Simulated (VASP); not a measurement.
# TiPt3: structure and properties in VASP, part 2 of 2

Aim: relax TiPt3, then compute properties on the relaxed cell. The start is a cell from a database of measured crystal structures.

VASP 6.6.1; r2SCAN; plane waves and PAW (Ti_sv, Pt).

So far. Step 12 (Volume scan with r2SCAN (run 6)): The pressure falls from -4.95 to -9.28 GPa. Step 12 (Volume scan with r2SCAN (run 6)): The run ends at a pressure of -9.28 GPa.

The database entry behind the starting cell is an old determination (1943), so it need not match the best structure at ambient conditions.

## (13) Volume scan with r2SCAN (run 7)

A prediction first. A parabola through the 6 pressures of evenly scaled cells so far, P = -0.08 -260.5 t +674 t² GPa with t = ln(V/V₁) and V₁ the volume at scale 1, gives -12.97 GPa at t = +0.0583.

Input file INCAR:

```
SYSTEM = TiPt3
PREC = Accurate
ENCUT = 400
EDIFF = 1E-06
NELM = 100
ISMEAR = 1
SIGMA = 0.2
LREAL = .FALSE.
ALGO = Normal
METAGGA = R2SCAN
LASPH = .TRUE.
NBANDS = 27
LORBIT = 11
LWAVE = .FALSE.
LCHARG = .FALSE.
KPAR = 4
ISIF = 2
```

Input file POSCAR:

```
TiPt3
1.0
    4.0011800908      0.0000000000      0.0000000000
    0.0000000000      4.0011800908      0.0000000000
    0.0000000000      0.0000000000      4.0011800908
Ti Pt
1 3
Direct
    0.0000000000      0.0000000000      0.0000000000
    0.0000000000      0.5000000000      0.5000000000
    0.5000000000      0.0000000000      0.5000000000
    0.5000000000      0.5000000000      0.0000000000
```

Input file KPOINTS:

```
Automatic mesh
0
Gamma
7 7 7
0 0 0
```

Potentials, in the order of the species: Ti_sv and Pt (PBE family, release 64).

Command:

```sh
$ mpirun -np 4 vasp_std
```

Run time: 30 s. Hardware: 4 MPI ranks of AMD EPYC 7R43, shared host; peak memory 0.55 GiB; 1.9 min of CPU time.

The pressure falls from -9.28 to -13.11 GPa. The parabola predicted -12.97 GPa, +0.13 GPa off.

## (14) Side by side

Times are for 4 MPI ranks of AMD EPYC 7R43, shared host. The runs compared:

| no. | volume scale | energy above the lowest point (meV/atom) | pressure (GPa) | time | memory (GiB) |
| --- | --- | --- | --- | --- | --- |
| 1 | 0.94 | 51.23 | 18.64 | 30 s | 0.56 |
| 2 | 0.96 | 22.19 | 11.65 | 30 s | 0.55 |
| 3 | 0.98 | 5.56 | 5.441 | 29 s | 0.56 |
| 4 | 1 | 0 | -0.05851 | 28 s | 0.54 |
| 5 | 1.02 | 4.28 | -4.953 | 28 s | 0.55 |
| 6 | 1.04 | 17.21 | -9.282 | 28 s | 0.55 |
| 7 | 1.06 | 37.85 | -13.11 | 30 s | 0.55 |

## (15) Fit for r2SCAN

This step: Birch-Murnaghan fit, r2SCAN; plane waves and PAW (VASP 6.6.1).

No new run; the numbers come from the runs before.

This step gave:

```yaml
pressure_derivative_of_the_bulk_modulus: 5.016
r_m_s_error_of_the_fit: 1.37e-5 eV/atom
minimum_inside_the_sampled_range: yes
bulk_modulus: 258.3 GPa
equilibrium_volume_of_the_fit: 15.12 Å³/atom
```

The energy above the fitted minimum by volume:

| volume (Å³/atom) | energy above the fitted minimum (eV/atom) |
| --- | --- |
| 14.201 | 0.0512 |
| 14.503 | 0.0222 |
| 14.806 | 0.00555 |
| 15.108 | -7.9e-6 |
| 15.410 | 0.00428 |
| 15.712 | 0.0172 |
| 16.014 | 0.0378 |

The fitted volume lies +0.09 % from the relaxed one.

## (16) Optical spectrum (r2SCAN)

This step: r2SCAN; plane waves and PAW (Ti_sv, Pt) (VASP 6.6.1).

LOPTICS sums transitions from filled to empty bands. The mesh is finer than in the run before. NBANDS is raised for it.

Changes to INCAR since step 13:

```diff
@@ -11,3 +11,3 @@
 LASPH = .TRUE.
-NBANDS = 27
+NBANDS = 53
 LORBIT = 11
@@ -16,2 +16,4 @@
 KPAR = 4
-ISIF = 2
+LOPTICS = .TRUE.
+NEDOS = 1500
+CSHIFT = 0.1
```

Input file POSCAR:

```
TiPt3
1.0
    3.9242151558      0.0000000000      0.0000000000
    0.0000000000      3.9242151558      0.0000000000
    0.0000000000      0.0000000000      3.9242151558
Ti Pt
1 3
Direct
    0.0000000000      0.0000000000      0.0000000000
    0.0000000000      0.5000000000      0.5000000000
    0.5000000000      0.0000000000      0.5000000000
    0.5000000000      0.5000000000      0.0000000000
```

Input file KPOINTS:

```
Automatic mesh
0
Gamma
10 10 10
0 0 0
```

Command:

```sh
$ mpirun -np 4 vasp_std
```

It took 2.7 min on 4 MPI ranks; peak memory 1.2 GiB.

These are independent-particle spectra without excitons or local fields, and fine structure depends on the mesh and on CSHIFT. The intraband (Drude) part is not in this spectrum.

This step gave:

```
SCF cycles              : 15
bands                   : 53
irreducible k-points    : 56
free energy (TOTEN)     : -171.1395 eV
energy at zero smearing : -171.1441 eV
Fermi energy            : 11.42 eV
pressure                : -0.1139 GPa
```

The imaginary dielectric function, xx has structure finer than the step of the table below, so its rows give means over 0.5 eV, whole bins alone (the curve runs from 0 to 25.0 eV). Peaks (eV: height): 0.15: 37.7, 2.60: 41.8.

Imaginary dielectric function, xx against photon energy; means over each step:

| photon energy (eV) | imaginary dielectric function, xx |
| --- | --- |
| 0.5 | 22.2 |
| 1.0 | 30.6 |
| 1.5 | 31.8 |
| 2.0 | 37.8 |
| 2.5 | 40.7 |
| 3.0 | 31.0 |
| 3.5 | 20.8 |
| 4.0 | 13.3 |
| 4.5 | 9.31 |
| 5.0 | 7.62 |
| 5.5 | 6.27 |
| 6.0 | 5.53 |
| 6.5 | 4.95 |
| 7.0 | 4.77 |
| 7.5 | 4.55 |
| 8.0 | 4.38 |
| 8.5 | 4.02 |
| 9.0 | 3.67 |
| 9.5 | 3.89 |
| 10.0 | 3.20 |
| 10.5 | 2.72 |
| 11.0 | 2.44 |
| 11.5 | 2.18 |
| 12.0 | 2.15 |
| 12.5 | 2.12 |
| 13.0 | 2.22 |
| 13.5 | 2.11 |
| 14.0 | 2.06 |
| 14.5 | 1.91 |
| 15.0 | 1.85 |
| 15.5 | 2.06 |
| 16.0 | 1.80 |
| 16.5 | 1.91 |
| 17.0 | 1.92 |
| 17.5 | 2.03 |
| 18.0 | 2.40 |
| 18.5 | 2.41 |
| 19.0 | 2.91 |
| 19.5 | 3.57 |
| 20.0 | 3.57 |
| 20.5 | 2.70 |
| 21.0 | 1.97 |
| 21.5 | 1.65 |
| 22.0 | 1.85 |
| 22.5 | 1.72 |
| 23.0 | 1.58 |
| 23.5 | 1.45 |
| 24.0 | 1.14 |
| 24.5 | 1.04 |

Table of real dielectric function, xx by photon energy:

| photon energy (eV) | real dielectric function, xx |
| --- | --- |
| 0 | 98.8 |
| 1 | 33.8 |
| 2 | 22.5 |
| 3 | -8.76 |
| 4 | -8.76 |
| 5 | -4.33 |
| 6 | -2.35 |
| 7 | -1.39 |
| 8 | -0.597 |
| 9 | -0.348 |
| 10 | -0.960 |
| 11 | -0.411 |
| 12 | 0.115 |
| 13 | 0.447 |
| 14 | 0.375 |
| 15 | 0.562 |
| 16 | 0.485 |
| 17 | 0.899 |
| 18 | 0.995 |
| 19 | 1.22 |
| 20 | -0.296 |
| 21 | -0.865 |
| 22 | -0.319 |
| 23 | -0.542 |
| 24 | -0.605 |

## (17) Results

```yaml
relaxed_volume: 15.11 Å³/atom
relaxed_conventional_cell_a_b_c: 3.924, 3.924, 3.924 Å
space_group_after_relaxing_within_0p02_a: Pm-3m (No. 221)
band_gap: none, a metal
dos_at_the_fermi_level: 0.897 states/eV/cell
bulk_modulus_from_the_fit: 258 GPa
volume_from_the_fit: 15.1 Å³/atom
```

What this shows: With r2SCAN, TiPt3 relaxes to 15.11 Å³/atom in space group Pm-3m (held by the symmetry of the run), comes out as a metal and has a bulk modulus of 258 GPa. Against the listed cell the volume lies +2.1 %. Band structure (r2SCAN): Of the bands kept, 3 cross the Fermi level on this path. Spin-orbit coupling is left out, and with elements this heavy it would split and shift bands near the Fermi level. The k-sampling is coarse for a metal, so the Fermi level, pressures and the shape of the cell carry errors. No search among competing phases was made, and a listed structure need not be the one stable at ambient conditions. All values are for a static lattice at zero temperature.

[Lines on the potential files, build, host, timing and source positions are cut from VASP's logs without a mark.]

[Logs are printed without paths, hosts, clocks, repeated set-up lines and the standing remarks that a program may print on its own settings, such as how far it seeks lower states.]

[Hosts, paths, dates, database ids (printed as entryN), source tags and the programs' standing remarks are cut or masked in the printed files.]

[A measured line is paired with the nearest computed mode of its activity, which favours agreement.]
